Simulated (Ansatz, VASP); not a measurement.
# Pd (Palladium): VASP beside Ansatz, part 2 of 2

One calculation is typed for both programs; each brings its own data sets. How far apart do they land? The cell is taken from a series of runs on this material, whose earlier steps may have relaxed, scaled, displaced or heated it; both programs get it as it stands.

VASP 6.6.1 and Ansatz 0.2.0.

So far: Set-up; VASP: elastic constants, LDA.

### 3. Ansatz: elastic constants, LDA

Level of this step: Ansatz beside VASP: Kohn-Sham DFT, plane waves, LDA (Ansatz).

Ansatz runs on its default PAW (the set named soft_2) files.

The same cell, functional (in two slightly different forms), mesh and smearing now go to Ansatz.

Input file input.yaml:

```yaml
crystal:
  lattice:
    - [0.0, 1.921486881, 1.921486881]
    - [1.921486881, 0.0, 1.921486881]
    - [1.921486881, 1.921486881, 0.0]
  atoms:
    - { symbol: Pd, position: [0.0, 0.0, 0.0] }
kpoints:
  mp_grid: { grid: [10, 10, 10] }
hamiltonian:
  xc: lda
scf:
  occupations: { method: gaussian, width: 0.1 }
output:
  forces: true
  stress: true
  eigenvalues: true
basis:
  ecutwfc: 260.0
elastic:
  mode: relaxed_ion
  amplitude: 0.01
```

The run is started by

```sh
> ansatz run input.yaml --threads 8 --pin off --max-ram 14336MiB --backend cpu --events-out ev --progress --plain --runs-dir out
```

Numbers of over 12 decimals in the logs are rounded to 6 here.

Log:

```text
Warning: basis.ecutwfc = 260 eV is below the records' recommended 420 eV, and the density's cutoff is lower with it unless basis.ecutrho_ratio is high enough to keep the records' density cutoff: compare with a run at a higher cutoff
Engine: ansatz 0.2.0, aarch64-unknown-linux-gnu
Pseudopotentials: kind: paw
Pseudopotential: Pd, paw, valence charge 18, recommended cutoff 420 eV (normal), Pd.paw.azcp
Functional definition: SPW92
  exchange = slater_x
  correlation = pw_c
Crystal: 1 atoms, lattice volume = 14.189 Å³
Basis set: ecut = 260 eV, 137 PW (Γ)
Bands: 13, of which v1, the nominal top of the filled ones, is band 9 counted from 1 (8 counted from 0)
Symmetry: 48 space group operations
Space group: Fm-3m (ITA 225), of the structure as read, at distance tolerance 2.4e-5 Å
k-points: 47 of 1000
Non-local potential: Pd, projectors of the file, l = 0: 2, l = 1: 2, l = 2: 2, l = 3: 1
PAW form: soft (Blöchl's): semilocal exchange-correlation on the pseudo side does not see the compensation charge
PAW frozen core: Pd, regenerated for the run's functional, and the local potential with it (the file was generated under x = pbe(κ = 0.804, μ = 0.219515), c = pbe(β = 0.066725))
PAW one-centre angular grid: Pd, 590 points (default); XC on 64 Gauss nodes
Initial density: superposition of atomic densities (neutral atoms: chi_scale 0, normalization atom), corrected by the library's trained network
Initial wavefunctions: pseudopotential atomic-orbital guess
Functional: x = slater, c = lda
SCF iter   1: F=—  HF=-6843.420161 eV  |F-HF|=—  |Δ(HF+E_count)|=         —  Δρ=4.48e-2  dr2=1.42e-1  ethr=1.77e-3  ⟨swp⟩=5.1  Hψ=3288  notcnv=0
preconditioner: auto → none  [metal: Δε(μ)=0.046 eV  Ē_g=14.623 eV  σ=0.100 eV  W_gap=0.25  n_scr=8 (ndim 8)  ℏωp=31.2 eV  f_vac=0.000  D(μ)=1.66/eV (n_scr^D=14)  sad-step TF]
SCF iter   2: F=—  HF=-6843.357150 eV  |F-HF|=—  |Δ(HF+E_count)|=   6.30e-2  Δρ=1.39e-2  dr2=6.87e-3  ethr=7.90e-4  ⟨swp⟩=2.9  Hψ=1513  notcnv=0
SCF iter   3: F=—  HF=-6843.354416 eV  |F-HF|=—  |Δ(HF+E_count)|=   2.73e-3  Δρ=4.14e-3  dr2=6.16e-4  ethr=3.82e-5  ⟨swp⟩=2.0  Hψ=1040  notcnv=0
SCF iter   4: F=—  HF=-6843.354362 eV  |F-HF|=—  |Δ(HF+E_count)|=   5.39e-5  Δρ=3.17e-4  dr2=7.01e-6  ethr=3.42e-6  ⟨swp⟩=2.0  Hψ=1040  notcnv=0
SCF iter   5: F=—  HF=-6843.354367 eV  |F-HF|=—  |Δ(HF+E_count)|=   5.26e-6  Δρ=1.16e-5  dr2=6.53e-9  ethr=3.89e-8  ⟨swp⟩=2.3  Hψ=940  notcnv=0
SCF iter   6: F=—  HF=-6843.354368 eV  |F-HF|=—  |Δ(HF+E_count)|=   4.53e-7  Δρ=1.11e-6  dr2=1.24e-10  ethr=3.63e-11  ⟨swp⟩=2.5  Hψ=1027  notcnv=0
SCF iter   7: F=—  HF=-6843.354368 eV  |F-HF|=—  |Δ(HF+E_count)|=  4.91e-11  Δρ=7.47e-8  dr2=5.61e-13  ethr=6.89e-13 (applied; sched 1.00e-12)  ⟨swp⟩=2.6  Hψ=942  notcnv=0
SCF iter   8: F=-6843.354368 eV  HF=-6843.354368 eV  |F-HF|=1.82e-12  |Δ(HF+E_count)|=  1.82e-12  Δρ=2.84e-9  dr2=9.20e-16  ethr=1.00e-12  ⟨swp⟩=4.0  Hψ=1828  notcnv=0
SCF 1 converged in 8 iterations: F = -6843.354368 eV  dr2 = 9.20e-16
  greatest PAW one-centre occupation: 1.006 electrons in one spin orbital (limit 2), on the Pd atom at site 0 (counted from 0), in its partial waves of l = 1
Crystal: 1 atoms, lattice volume = 13.905 Å³
Symmetry: 16 space group operations
k-points: 102 of 1000
Initial density: handed on by an earlier stage of this run
Initial wavefunctions: those handed on with the density
iter 1 solved again at ethr=7.79e-6 eV; its pass at ethr=3.10e-3 eV (dr2=1.40e-3 eV) is discarded
SCF iter   1: F=—  HF=-6843.347960 eV  |F-HF|=—  |Δ(HF+E_count)|=         —  Δρ=4.51e-3  dr2=1.09e-3  ethr=7.79e-6  ⟨swp⟩=1.1  Hψ=8771  notcnv=0
preconditioner: auto → none  [metal: Δε(μ)=0.015 eV  Ē_g=14.887 eV  σ=0.100 eV  W_gap=0.08  n_scr=0 (ndim 8)  ℏωp=31.5 eV  f_vac=0.000  D(μ)=1.42/eV (n_scr^D=14)]
[...]
SCF 2 converged in 7 iterations: F = -6843.347569 eV  dr2 = 2.33e-14
Crystal: 1 atoms, lattice volume = 14.472 Å³
[...]
SCF 7 converged in 7 iterations: F = -6843.343891 eV  dr2 = 1.56e-15
Crystal: 1 atoms, lattice volume = 14.188 Å³
[...]
preconditioner: auto → none  [metal: Δε(μ)=0.027 eV  Ē_g=14.728 eV  σ=0.100 eV  W_gap=0.15  n_scr=4 (ndim 8)  ℏωp=31.2 eV  f_vac=0.000  D(μ)=1.62/eV (n_scr^D=14)]
[...]
SCF iter   3: F=—  HF=-6843.342406 eV  |F-HF|=—  |Δ(HF+E_count)|=   2.50e-7  Δρ=5.06e-5  dr2=6.98e-8  ethr=1.00e-12  ⟨swp⟩=3.1  Hψ=5358  notcnv=0
SCF iter   4: F=—  HF=-6843.342406 eV  |F-HF|=—  |Δ(HF+E_count)|=   2.35e-8  Δρ=5.94e-6  dr2=8.72e-10  ethr=1.00e-12  ⟨swp⟩=3.2  Hψ=4912  notcnv=0
SCF iter   5: F=—  HF=-6843.342406 eV  |F-HF|=—  |Δ(HF+E_count)|=  8.37e-11  Δρ=7.79e-7  dr2=1.99e-11  ethr=1.00e-12  ⟨swp⟩=2.0  Hψ=3755  notcnv=0
SCF iter   6: F=-6843.342406 eV  HF=-6843.342406 eV  |F-HF|=1.82e-12  |Δ(HF+E_count)|=  1.55e-11  Δρ=3.04e-8  dr2=3.50e-14  ethr=1.00e-12  ⟨swp⟩=3.0  Hψ=7677  notcnv=0
SCF 8 converged in 6 iterations: F = -6843.342406 eV  dr2 = 3.50e-14
SCF iter   1: F=—  HF=-6843.342408 eV  |F-HF|=—  |Δ(HF+E_count)|=         —  Δρ=2.61e-4  dr2=4.13e-6  ethr=1.00e-12  ⟨swp⟩=9.3  Hψ=18666  notcnv=0
SCF iter   2: F=—  HF=-6843.342406 eV  |F-HF|=—  |Δ(HF+E_count)|=   1.42e-6  Δρ=1.07e-4  dr2=1.04e-6  ethr=1.00e-12  ⟨swp⟩=4.0  Hψ=7295  notcnv=0
SCF iter   3: F=—  HF=-6843.342406 eV  |F-HF|=—  |Δ(HF+E_count)|=   2.50e-7  Δρ=5.06e-5  dr2=6.98e-8  ethr=1.00e-12  ⟨swp⟩=3.1  Hψ=5358  notcnv=0
SCF iter   4: F=—  HF=-6843.342406 eV  |F-HF|=—  |Δ(HF+E_count)|=   2.35e-8  Δρ=5.94e-6  dr2=8.72e-10  ethr=1.00e-12  ⟨swp⟩=3.2  Hψ=4913  notcnv=0
SCF iter   5: F=—  HF=-6843.342406 eV  |F-HF|=—  |Δ(HF+E_count)|=  8.37e-11  Δρ=7.79e-7  dr2=1.99e-11  ethr=1.00e-12  ⟨swp⟩=2.0  Hψ=3755  notcnv=0
SCF iter   6: F=-6843.342406 eV  HF=-6843.342406 eV  |F-HF|=1.82e-12  |Δ(HF+E_count)|=  1.46e-11  Δρ=3.04e-8  dr2=3.50e-14  ethr=1.00e-12  ⟨swp⟩=3.0  Hψ=7677  notcnv=0
SCF 9 converged in 6 iterations: F = -6843.342406 eV  dr2 = 3.50e-14
WARN: the elastic stencil's two pairs of strained cells disagree: C11 (strain 11) reads 261.88 GPa from the cells at ±δ and 299.59 from those at ±2δ, which the stencil makes 249.31; C44 (strain 23) reads 88.59 GPa from the cells at ±δ and 93.26 from those at ±2δ, which the stencil makes 87.03; the limit is 2 % of the column's largest entry (no column's own pairs agree, so each is held to its own). A stress that is smooth and near linear over the cells gives both pairs one slope, so the constants of these columns, the constants that the crystal's symmetry builds from them and the moduli and the stability verdict built on them are in doubt. [rest of the remark cut]
SCF converged after 8 iterations
Free energy (F): -6843.354368 eV
Harris-Foulkes:  -6843.354368 eV  (|F-HF|=1.82e-12)
Internal energy: -6843.345642 eV  (E = F + TS)
E sigma→0 (E₀):  -6843.350005 eV
Entropy (-TS):   -0.008726 eV (-8.726 meV/atom)
Fermi energy:    20.499005 eV
--- Per-component energies (eV) ---
  E_band       = -129.171094
  E_kinetic    = 523.357767
  E_local      = -1694.250923  (includes V_loc(G=0)·N_el)
  E_nonlocal   = 214.140208
  E_hartree    = 686.544258
  E_xc         = -170.011732
  E_vxc        = -214.398871  (∫ρ·V_xc dr)
  E_paw        = -3620.729052  (= ΣΔE_a)
  E_vpaw       = -331.110763  (= ΣTr[D̂ρ^β])
  E_aug_tail   = 0.002972  (compensation charges beyond the density's cutoff)
  E_ewald      = -2783.079872
  E_core_change = 0.680734  (= ΣΔE_core)
  E_smearing   = -0.008726  (= −TS)
  E_closure    = 0.000000  (closes the sum)
  Σ components = -6843.354368   (vs F -6843.354368, Δ=0.00e0)
--- Forces (eV/Å), atoms counted from 1 ---
  atom   1  Pd    -0.00000000    -0.00000000     0.00000000
  max |Σ_I F_I| component: 1.03e-31 eV/Å
--- Stress (GPa, compression-positive) ---
        0.037899       0.000000      -0.000000
        0.000000       0.037899       0.000000
        0.000000      -0.000000       0.037899
  P = ⅓ Tr σ = 0.0379 GPa (0.379 kbar)
--- Band table (eV; the first three rows and the last of 47) ---
  k-point 0: bands = [... 5 lower, 17.3865, 17.3865, 17.3865, 19.2081, 19.2081, 37.6139, 42.5893, 42.5893]
  k-point 1: bands = [... 5 lower, 17.2986, 17.5160, 17.5160, 19.1737, 19.1737, 38.0197, 40.6645, 43.0370]
  k-point 2: bands = [... 5 lower, 17.1508, 17.7420, 17.7420, 19.1251, 19.1251, 37.0019, 38.9336, 44.1203]
  k-point 46: bands = [... 5 lower, 16.1670, 17.6666, 19.2263, 20.7820, 28.2294, 30.9480, 31.0606, 32.5209]
--- Elastic constants: 2 strain directions × 4 members + reference (group order 48) ---
  dense FFT box of the reference and of every strained cell: 15×15×15
  strains applied: 11, 23; error gains: componentwise 1.00 (the most a stress slope's error grows in a printed constant), spectral 1.73 (1 for all six strains in a standard setting)
  C = ∂σ_k/∂η_j (tension-positive GPa; Voigt order 11 22 33 23 13 12):
       249.312    186.546    186.546      0.000     -0.000      0.000
       186.546    249.312    186.546      0.000      0.000      0.000
       186.546    186.546    249.312      0.000      0.000      0.000
         0.000     -0.000     -0.000     87.032     -0.000      0.000
         0.000      0.000     -0.000      0.000     87.032      0.000
        -0.000      0.000     -0.000     -0.000      0.000     87.032
  reference stress σ⁰ (GPa):     -0.038     -0.038     -0.038      0.000      0.000     -0.000
  C* (energy form; C + prestress term) asymmetry max|C*_kj − C*_jk| = 2.842e-14 GPa — a small one proves nothing (zero by symmetry where the batch's group is 432, −43m or m−3m); a large one is finite-difference/SCF noise where every solve meets its electron count
  moduli (Voigt/Reuss/Hill, GPa): K = 207.47/207.47/207.47   G = 64.77/50.92/57.84   E = 158.78   ν = 0.372
  mechanically stable: yes (min eigenvalue of sym C = 62.77 GPa)
  strain η (Voigt 11):  stress-route row diagonal C_11 = 249.31 GPa, energy-path curvature d²(F+E_count+ΔE)/dδ²/Ω₀ = 395.71 GPa
    cells at ±δ against ±2δ: C11 261.88 and 299.59 GPa, apart by 15.12 % of the column's largest entry
         δ    σ_11 (GPa)             F (eV)   n_scf  n_hpsi   n_pw
    -2.000e-2      -8.3805       -6843.3475687       7   24499    141   relax 0 steps, max|allowed force component| 0.00e0 eV/Å
    -1.000e-2      -3.6706       -6843.3513509       7   29455    142   relax 0 steps, max|allowed force component| 0.00e0 eV/Å
     1.000e-2       1.5671       -6843.3404387       6   27980    144   relax 0 steps, max|allowed force component| 0.00e0 eV/Å
     2.000e-2       3.6030       -6843.3338856       8   25245    145   relax 0 steps, max|allowed force component| 0.00e0 eV/Å
  strain η (Voigt 23):  stress-route row diagonal C_44 = 87.03 GPa, energy-path curvature d²(F+E_count+ΔE)/dδ²/Ω₀ = 140.28 GPa
    cells at ±δ against ±2δ: C44 88.59 and 93.26 GPa, apart by 5.37 % of the column's largest entry
         δ    σ_23 (GPa)             F (eV)   n_scf  n_hpsi   n_pw
    -2.000e-2      -1.8653       -6843.3438910       8   41940    144   relax 0 steps, max|allowed force component| 0.00e0 eV/Å
    -1.000e-2      -0.8859       -6843.3424059       6   49638    144   relax 0 steps, max|allowed force component| 0.00e0 eV/Å
     1.000e-2       0.8859       -6843.3424059       6   49439    144   relax 0 steps, max|allowed force component| 0.00e0 eV/Å
     2.000e-2       1.8653       -6843.3438909       7   38806    144   relax 0 steps, max|allowed force component| 0.00e0 eV/Å
```

In the SCF lines HF is the Harris–Foulkes energy and dr2 the Hartree energy of the density residual, in eV; the loop may stop once dr2 is under the threshold and the program's other checks hold. Hψ counts applications of the Hamiltonian.

### 4. Side by side

Known differences besides the potentials themselves: the two LDA forms differ slightly; the data sets hold 18 valence electrons in Ansatz (on its default PAW (the set named soft_2) files) and 10 in VASP; the cutoff is 260 eV in Ansatz and 500 eV in VASP; VASP's log shows a relativistic correction to its local exchange, Ansatz's none; VASP takes each elastic constant from one size of strain, Ansatz from those that its log lists; Ansatz's log warns that its cutoff lies below the recommended one. Total energies have different zeros and are not compared.

Compared:

| quantity | Ansatz | VASP | difference |
| --- | --- | --- | --- |
| C11 (GPa) | 249.3 | 273.6 | -8.87 % |
| C22 (GPa) | 249.3 | 273.6 | -8.87 % |
| C33 (GPa) | 249.3 | 273.6 | -8.87 % |
| C12 (GPa) | 186.5 | 200.5 | -6.96 % |
| C13 (GPa) | 186.5 | 200.5 | -6.96 % |
| C23 (GPa) | 186.5 | 200.5 | -6.96 % |
| C44 (GPa) | 87.0 | 89.4 | -2.60 % |
| C55 (GPa) | 87.0 | 89.4 | -2.60 % |
| C66 (GPa) | 87.0 | 89.4 | -2.60 % |

### 5. Outcome

```json
{
 "difference in C11 (elastic constants, LDA)": "-8.9 %"
}
```

In words: The difference in C11 is -8.9 % (elastic constants, LDA), beyond the 5 % picked in this series as the mark of a large difference. The data sets hold unlike numbers of valence electrons (18 in Ansatz and 10 in VASP), so part of the differences comes from the potentials. Ansatz's own log doubts the convergence of its elastic constants, LDA run, which may account for the difference. How closely two codes agree says nothing of how well the functional describes the real material.

[Lines on the potential files, build, host, timing and source positions are cut from VASP's logs without a mark.]

[Logs are printed without paths, hosts, clocks, repeated set-up lines and the standing remarks that a program may print on its own settings, such as how far it seeks lower states.]

[Hosts, paths, dates, database ids (printed as entryN), source tags and the programs' standing remarks are cut or masked in the printed files.]
